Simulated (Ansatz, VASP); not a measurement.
# Cross-check of TaN between VASP and Ansatz, part 2 of 2

One calculation is typed for both programs; each brings its own data sets. How far apart do they land? The cell is taken from a series of runs on this material, whose earlier steps may have relaxed, scaled, displaced or heated it; both programs get it as it stands.

VASP 6.6.1 and Ansatz 0.2.0.

So far: The structure; Ansatz: zone-centre phonons, PBEsol.

### 3. VASP: zone-centre phonons, PBEsol

Level of this step: PBEsol; plane waves and PAW (N, Ta_pv) (VASP).

The same cell, functional, mesh and smearing now go to VASP, with its own data sets.

Lines of VASP's logs that name or quote its potential files are left out, and so is its time.

The input, INCAR:

```
SYSTEM = TaN
PREC = Accurate
ENCUT = 600
EDIFF = 1E-08
NELM = 120
ISMEAR = 1
SIGMA = 0.2
LREAL = .FALSE.
ALGO = Normal
GGA = PS
NBANDS = 14
LASPH = .TRUE.
LORBIT = 11
LWAVE = .FALSE.
LCHARG = .FALSE.
ISIF = 2
IBRION = 8
GGA_COMPAT = .FALSE.
KPAR = 2
```

The input, POSCAR:

```
TaN
1.0
    2.8384734178      0.0000000000      0.0000000000
   -1.4192367089      2.4581900878      0.0000000000
    0.0000000000      0.0000000000      2.8021830008
N Ta
1 1
Direct
    0.6666666667      0.3333333333      0.0000000000
    0.0000000000      0.0000000000      0.5000000000
```

The input, KPOINTS:

```
Automatic mesh
0
Gamma
18 18 16
0 0 0
```

PAW data sets: N and Ta_pv (PBE family, release 64).

The run is started by

```
> mpirun -np 2 vasp_std
```

Numbers of over 12 decimals in the logs are rounded to 6 here.

Log:

```text
[banner, memory and clock lines left out]
running    2 mpi-ranks, on    1 nodes
 distrk:  each k-point on    1 cores,    2 groups
 distr:  one band on    1 cores,    1 groups

 POSCAR found type information on POSCAR N Ta
 POSCAR found :  2 types and       2 ions
|                                                                             |
|               ----> ADVICE to this user running VASP <----                  |
|                                                                             |
|     You enforced a specific xc type in the INCAR file but a different       |
|     [... a line on the potential file left out ...]
|     I HOPE YOU KNOW WHAT YOU ARE DOING!                                     |
|                                                                             |

 LDA part: xc-table for (Slater+PW92), standard interpolation
 POSCAR, INCAR and KPOINTS ok, starting setup
 FFT: planning ... GRIDC
 FFT: planning ... GRID_SOFT
 FFT: planning ... GRID
 WAVECAR not read
 entering main loop
       N       E                     dE             d eps       ncg     rms          rms(c)
DAV:   1     0.104794730856E+03    0.10479E+03   -0.98471E+03  9332   0.136E+03
DAV:   2    -0.223800079614E+02   -0.12717E+03   -0.12053E+03 11274   0.355E+02
DAV:   3    -0.258812774366E+02   -0.35013E+01   -0.34811E+01 10758   0.582E+01
DAV:   4    -0.258976011974E+02   -0.16324E-01   -0.16321E-01 11244   0.419E+00
DAV:   5    -0.258976965538E+02   -0.95356E-04   -0.95356E-04 11004   0.305E-01    0.289E+01
DAV:   6    -0.237070346453E+02    0.21907E+01   -0.36636E+00 11476   0.248E+01    0.126E+01
DAV:   7    -0.236476729120E+02    0.59362E-01   -0.38068E-01 11760   0.601E+00    0.829E+00
DAV:   8    -0.236206968065E+02    0.26976E-01   -0.91294E-02 12846   0.287E+00    0.173E+00
DAV:   9    -0.236158878979E+02    0.48089E-02   -0.93960E-03 10026   0.888E-01    0.161E-01
DAV:  10    -0.236158413644E+02    0.46533E-04   -0.63273E-04 12738   0.310E-01    0.116E-01
DAV:  11    -0.236158097885E+02    0.31576E-04   -0.48204E-05 10212   0.791E-02    0.112E-02
DAV:  12    -0.236158092682E+02    0.52030E-06   -0.42203E-06 12396   0.205E-02    0.418E-03
DAV:  13    -0.236158092805E+02   -0.12363E-07   -0.19146E-08  9960   0.146E-03    0.243E-03
DAV:  14    -0.236158092373E+02    0.43256E-07   -0.12144E-08  9708   0.106E-03    0.141E-04
DAV:  15    -0.236158092286E+02    0.86579E-08   -0.12355E-09  6540   0.449E-04
   1 F= -.23615809E+02 E0= -.23616077E+02  d E =0.803691E-03
 Linear response reoptimize wavefunctions to high precision
DAV:   1    -0.236158092307E+02   -0.20725E-08   -0.52622E-11  8472   0.895E-05
DAV:   2    -0.236158092307E+02    0.11141E-10   -0.52762E-12  6132   0.234E-05
 Linear response DOF=           4
 Linear response progress:
  Degree of freedom:   1/  4
       N       E                     dE             d eps       ncg     rms          rms(c)
RMM:   1    -0.233398923647E+00   -0.23340E+00    0.11964E-01 96165   0.295E+00
RMM:   2    -0.227562099928E+00    0.58368E-02   -0.31706E-03 70340   0.495E-01    0.207E-01
RMM:   3    -0.228438778100E+00   -0.87668E-03   -0.65054E-04 66832   0.172E-01    0.112E-01
RMM:   4    -0.229765467750E+00   -0.13267E-02   -0.36854E-04 67653   0.128E-01    0.288E-02
RMM:   5    -0.229823628228E+00   -0.58160E-04   -0.12673E-05 76727   0.297E-02    0.278E-03
RMM:   6    -0.229829393315E+00   -0.57651E-05   -0.13392E-06 76897   0.590E-03    0.846E-04
RMM:   7    -0.229820243370E+00    0.91499E-05   -0.14982E-07 79288   0.199E-03    0.362E-04
RMM:   8    -0.229821602197E+00   -0.13588E-05   -0.53205E-08 79984   0.659E-04    0.153E-04
RMM:   9    -0.229820365367E+00    0.12368E-05   -0.11640E-08 76981   0.249E-04    0.253E-05
RMM:  10    -0.229820182185E+00    0.18318E-06   -0.12611E-08 84081   0.818E-05    0.114E-05
RMM:  11    -0.229820245702E+00   -0.63518E-07   -0.19569E-09 80233   0.272E-05    0.632E-06
RMM:  12    -0.229820240042E+00    0.56607E-08   -0.66277E-10 76436   0.112E-05    0.230E-06
 first order change of Fermi-energy   0.75494E-05
 force on displaced ion       1 direction 1 : -17.789   0.001   0.000
 Linear response progress:
  Degree of freedom:   2/  4
       N       E                     dE             d eps       ncg     rms          rms(c)
RMM:   1    -0.239404610006E+00   -0.23940E+00    0.15347E-01 32927   0.307E+00
RMM:   2    -0.233163711294E+00    0.62409E-02   -0.41354E-03 25166   0.549E-01    0.166E-01
RMM:   3    -0.234015214988E+00   -0.85150E-03   -0.10368E-03 23739   0.202E-01    0.835E-02
RMM:   4    -0.235388402531E+00   -0.13732E-02   -0.47338E-04 24444   0.138E-01    0.231E-02
RMM:   5    -0.235530383644E+00   -0.14198E-03   -0.21902E-05 26369   0.388E-02    0.415E-03
RMM:   6    -0.235539687812E+00   -0.93042E-05   -0.15597E-06 26911   0.916E-03    0.106E-03
RMM:   7    -0.235527305365E+00    0.12382E-04   -0.23121E-07 26295   0.281E-03    0.358E-04
RMM:   8    -0.235529243258E+00   -0.19379E-05   -0.10344E-08 28235   0.901E-04    0.110E-04
RMM:   9    -0.235529029880E+00    0.21338E-06   -0.49090E-09 27277   0.281E-04    0.222E-05
RMM:  10    -0.235528846964E+00    0.18292E-06   -0.82517E-10 29491   0.954E-05    0.758E-06
RMM:  11    -0.235528869103E+00   -0.22140E-07    0.13483E-09 28214   0.324E-05    0.192E-06
RMM:  12    -0.235528886571E+00   -0.17467E-07   -0.10969E-09 26157   0.138E-05    0.103E-06
RMM:  13    -0.235528884471E+00    0.20994E-08   -0.70248E-10 20742   0.686E-06    0.187E-07
 first order change of Fermi-energy   0.11915E-03
 force on displaced ion       1 direction 3 :  -0.000   0.000 -21.013
 Linear response progress:
  Degree of freedom:   3/  4
       N       E                     dE             d eps       ncg     rms          rms(c)
RMM:   1    -0.128526347634E+00   -0.12853E+00    0.11548E+01 42254   0.248E+01
RMM:   2    -0.157554456890E+00   -0.29028E-01   -0.24540E-02 64701   0.147E+00    0.201E-01
RMM:   3    -0.156235076015E+00    0.13194E-02   -0.27535E-03 74363   0.353E-01    0.114E-01
RMM:   4    -0.155328984526E+00    0.90609E-03   -0.38776E-04 82018   0.128E-01    0.419E-02
RMM:   5    -0.155026728927E+00    0.30226E-03   -0.68540E-05 84031   0.338E-02    0.721E-03
RMM:   6    -0.155028979451E+00   -0.22505E-05   -0.52696E-06 78822   0.122E-02    0.168E-03
RMM:   7    -0.155030236401E+00   -0.12570E-05   -0.37203E-06 86134   0.373E-03    0.398E-04
RMM:   8    -0.155032325105E+00   -0.20887E-05   -0.11191E-06 90814   0.131E-03    0.200E-04
RMM:   9    -0.155033649018E+00   -0.13239E-05   -0.67001E-07 81444   0.531E-04    0.456E-05
RMM:  10    -0.155033905593E+00   -0.25658E-06   -0.27306E-07 84640   0.257E-04    0.191E-05
RMM:  11    -0.155034024241E+00   -0.11865E-06   -0.23014E-07 87856   0.112E-04    0.466E-06
RMM:  12    -0.155034007256E+00    0.16985E-07   -0.10188E-07 90700   0.571E-05    0.376E-06
RMM:  13    -0.155034039782E+00   -0.32525E-07   -0.49930E-08 83875   0.334E-05    0.138E-06
RMM:  14    -0.155034047778E+00   -0.79968E-08   -0.34736E-08 77253   0.196E-05    0.349E-07
 first order change of Fermi-energy  -0.30981E-04
 force on displaced ion       2 direction 1 : -17.793   0.001   0.000
 Linear response progress:
  Degree of freedom:   4/  4
       N       E                     dE             d eps       ncg     rms          rms(c)
RMM:   1    -0.148678403042E+00   -0.14868E+00    0.10059E+01 15020   0.242E+01
RMM:   2    -0.177606111782E+00   -0.28928E-01   -0.26765E-02 22211   0.150E+00    0.143E-01
RMM:   3    -0.176979051446E+00    0.62706E-03   -0.20217E-03 26270   0.297E-01    0.768E-02
RMM:   4    -0.176472678715E+00    0.50637E-03   -0.20512E-04 27351   0.103E-01    0.205E-02
RMM:   5    -0.176363138769E+00    0.10954E-03   -0.25097E-05 29238   0.271E-02    0.688E-03
RMM:   6    -0.176332236206E+00    0.30903E-04   -0.52080E-06 27079   0.101E-02    0.712E-04
RMM:   7    -0.176334161820E+00   -0.19256E-05   -0.23100E-06 30478   0.299E-03    0.357E-04
RMM:   8    -0.176336217005E+00   -0.20552E-05   -0.19743E-06 30256   0.114E-03    0.758E-05
RMM:   9    -0.176336684899E+00   -0.46789E-06   -0.10728E-06 30097   0.469E-04    0.410E-05
RMM:  10    -0.176337215331E+00   -0.53043E-06   -0.63824E-07 27657   0.283E-04    0.140E-05
RMM:  11    -0.176337413316E+00   -0.19799E-06   -0.36154E-07 31574   0.139E-04    0.561E-06
RMM:  12    -0.176337363777E+00    0.49539E-07   -0.20652E-07 28372   0.802E-05    0.360E-06
RMM:  13    -0.176337350610E+00    0.13167E-07   -0.12526E-07 30074   0.459E-05    0.594E-06
RMM:  14    -0.176337340524E+00    0.10086E-07   -0.69536E-08 25929   0.291E-05    0.770E-06
RMM:  15    -0.176337386624E+00   -0.46100E-07   -0.44815E-08 26430   0.228E-05    0.527E-06
RMM:  16    -0.176337396877E+00   -0.10253E-07   -0.22857E-08 25714   0.139E-05    0.500E-06
RMM:  17    -0.176337422462E+00   -0.25585E-07   -0.12397E-08 26879   0.113E-05    0.367E-06
RMM:  18    -0.176337459019E+00   -0.36557E-07   -0.85500E-09 30042   0.104E-05    0.164E-06
RMM:  19    -0.176337481808E+00   -0.22789E-07   -0.65081E-09 27146   0.758E-06    0.377E-07
RMM:  20    -0.176337487397E+00   -0.55889E-08   -0.36936E-09 20527   0.523E-06    0.104E-07
 first order change of Fermi-energy  -0.12169E-02
 force on displaced ion       2 direction 3 :   0.000  -0.000 -21.012
 Linear response finished
```

Parts of OUTCAR (step 3):

```text
ion  position               nearest neighbor table
   1  0.667  0.333  0.000-   2 2.16   2 2.16   2 2.16   2 2.16   2 2.16   2 2.16
   2  0.000  0.000  0.500-   1 2.16   1 2.16   1 2.16   1 2.16   1 2.16   1 2.16

  LATTYP: Found a hexagonal cell.
 ALAT       =     2.8384734178
 C/A-ratio  =     0.9872148117

 Subroutine GETGRP returns: Found 12 space group operations
 (whereof 12 operations were pure point group operations)

The static configuration has the point symmetry D_3h.

 Found    333 irreducible k-points:

   k-points           NKPTS =    333   k-points in BZ     NKDIM =    333   number of bands    NBANDS=     14

   dimension x,y,z NGX =    24 NGY =   24 NGZ =   24
   dimension x,y,z NGXF=    48 NGYF=   48 NGZF=   48

   ENCUT  =  600.0 eV  44.10 Ry    6.64 a.u.   5.67  5.67  5.60*2*pi/ulx,y,z

   NELECT =      16.0000    total number of electrons

 k-points in reciprocal lattice and weights: Automatic mesh
   0.00000000  0.00000000  0.00000000       0.000
   0.05555556  0.00000000  0.00000000       0.001
   0.11111111  0.00000000  0.00000000       0.001
   0.16666667  0.00000000  0.00000000       0.001
   0.22222222  0.00000000  0.00000000       0.001
   0.27777778  0.00000000  0.00000000       0.001
   0.33333333  0.00000000  0.00000000       0.001
   0.38888889 -0.00000000  0.00000000       0.001
   0.44444444  0.00000000  0.00000000       0.001
[...]
0.33333333  0.27777778  0.50000000       0.002
   0.33333333  0.33333333  0.50000000       0.000

 average (electrostatic) potential at core
       1 -60.7992       2 -33.4124

  Total        4.5563054      4.5563054      4.5993680      0.0000000      0.0000000      0.0000000
  in kB      373.3589982    373.3589982    376.8876943      0.0000000      0.0000000      0.0000000
  external PRESSURE =     374.5352302 kB  Pullay stress =       0.0000000 kB

  energy-cutoff  :      600.00
  volume of cell :       19.55
      direct lattice vectors                 reciprocal lattice vectors
     2.838473418  0.000000000  0.000000000     0.352302049  0.203401683  0.000000000
    -1.419236709  2.458190088  0.000000000     0.000000000  0.406803365  0.000000000
     0.000000000  0.000000000  2.802183001     0.000000000  0.000000000  0.356864630

 POSITION                                       TOTAL-FORCE (eV/Angst)
 -----------------------------------------------------------------------------------
      1.41924      0.81940      0.00000        -0.000000      0.000000      0.000000
      0.00000      0.00000      1.40109         0.000000      0.000000      0.000000
 -----------------------------------------------------------------------------------
    total drift:                               -0.000000      0.000000      0.000000

 Eigenvectors and eigenvalues of the dynamical matrix
 ----------------------------------------------------

   1 f  =   19.879202 THz   124.904709 2PiTHz  663.098800 cm-1    82.213736 meV
             X         Y         Z           dx          dy          dz
      1.419237  0.819397  0.000000     0.000000    0.000000    0.963423
      0.000000  0.000000  1.401092     0.000000    0.000000   -0.267985

   2 f  =   18.290837 THz   114.924721 2PiTHz  610.116663 cm-1    75.644791 meV
             X         Y         Z           dx          dy          dz
      1.419237  0.819397  0.000000     0.000000   -0.963414    0.000000
      0.000000  0.000000  1.401092     0.000000    0.268017    0.000000

   3 f  =   18.290837 THz   114.924721 2PiTHz  610.116663 cm-1    75.644791 meV
             X         Y         Z           dx          dy          dz
      1.419237  0.819397  0.000000    -0.963414   -0.000000    0.000000
      0.000000  0.000000  1.401092     0.268017   -0.000000    0.000000

   4 f/i=    0.000112 THz     0.000705 2PiTHz    0.003744 cm-1     0.000464 meV
             X         Y         Z           dx          dy          dz
      1.419237  0.819397  0.000000     0.000000    0.000000   -0.267985
      0.000000  0.000000  1.401092     0.000000    0.000000   -0.963423

   5 f/i=    0.000508 THz     0.003194 2PiTHz    0.016959 cm-1     0.002103 meV
             X         Y         Z           dx          dy          dz
      1.419237  0.819397  0.000000    -0.200331   -0.178046    0.000000
      0.000000  0.000000  1.401092    -0.720111   -0.640006    0.000000

   6 f/i=    0.000508 THz     0.003194 2PiTHz    0.016959 cm-1     0.002103 meV
             X         Y         Z           dx          dy          dz
      1.419237  0.819397  0.000000     0.178046   -0.200331    0.000000
      0.000000  0.000000  1.401092     0.640006   -0.720111    0.000000

 ELASTIC MODULI CONTR FROM IONIC RELAXATION (kBar)
 Direction    XX          YY          ZZ          XY          YZ          ZX
 --------------------------------------------------------------------------------
 XX        -133.0246    133.0246      0.0000      0.0000      0.0000      0.0000
 YY         133.0246   -133.0246      0.0000     -0.0000      0.0000      0.0000
 ZZ           0.0000      0.0000      0.0000      0.0000      0.0000      0.0000
 XY           0.0000     -0.0000      0.0000   -133.0246      0.0000      0.0000
 YZ           0.0000      0.0000      0.0000      0.0000      0.0000      0.0000
 ZX           0.0000      0.0000      0.0000      0.0000      0.0000      0.0000
 --------------------------------------------------------------------------------
```

### 4. Differences

Known differences besides the potentials themselves: the data sets hold 18 valence electrons in Ansatz (on its PAW soft_1 files) and 16 in VASP; the cutoff is 420 eV in Ansatz and 600 eV in VASP; Ansatz makes its cores anew for this functional, VASP keeps those of its PBE data sets. Total energies have different zeros and are not compared.

Both answers:

| quantity | Ansatz | VASP | difference |
| --- | --- | --- | --- |
| optical mode 1 to 2 (cm⁻¹) | 606.4 | 610.1 | -0.61 % |
| optical mode 3 (cm⁻¹) | 659.5 | 663.1 | -0.55 % |

Modes are paired by rising frequency, not by their patterns, so a pair may set unlike modes beside each other; they are those without the splitting of longitudinal modes.

### 5. Outcome

- r.m.s. difference of the optical zone-centre modes, each program's sorted by frequency (zone-centre phonons, PBEsol): 3.7 cm⁻¹
- difference in optical mode 1 to 2 (zone-centre phonons, PBEsol): -0.6 %

**Reading.** The r.m.s. difference of the optical zone-centre modes, each program's sorted by frequency is 3.7 cm⁻¹ (zone-centre phonons, PBEsol). The data sets hold unlike numbers of valence electrons (18 in Ansatz and 16 in VASP), so part of the differences comes from the potentials. Among the rows given in per cent, the largest difference of the zone-centre phonons, PBEsol pair is in optical mode 1 to 2, -0.6 %. How closely two codes agree says nothing of how well the functional describes the real material.

[Lines on the potential files, build, host, timing and source positions are cut from VASP's logs without a mark.]

[Logs are printed without paths, hosts, clocks, repeated set-up lines and the standing remarks that a program may print on its own settings, such as how far it seeks lower states.]

[Hosts, paths, dates, database ids (printed as entryN), source tags and the programs' standing remarks are cut or masked in the printed files.]
